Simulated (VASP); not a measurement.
Consider the following.

```xyz
2
Lattice="0.0000 2.2144 2.2144 2.2144 0.0000 2.2144 2.2144 2.2144 0.0000" Properties=species:S:1:pos:R:3 pbc="T T T"
B      0.0000     0.0000     0.0000
P      1.1072     1.1072     1.1072
```

Calculation: PBEsol GGA, VASP's PBE PAW potentials (set 64) (plane waves; VASP 6.6.1). Numerical set-up: 520 eV cut-off, 10×10×10 Γ-centred mesh, Gaussian smearing of 0.050 eV, potentials B P.

**Question.** The job: BP (zinc blende), 2 atoms, PBEsol, static run, 520 eV, 10×10×10 Γ-centred mesh. Roughly how much core time does it take on a busy server core?

**Answer.** About 3 core-seconds (one run on a shared machine, a rough figure). It had 47 irreducible k-points, 8 bands, up to 598 plane waves and 13 electronic steps.

The compound is BP in the zinc blende structure. This cell is one point of a volume scan, at 0.94 of the reference volume.
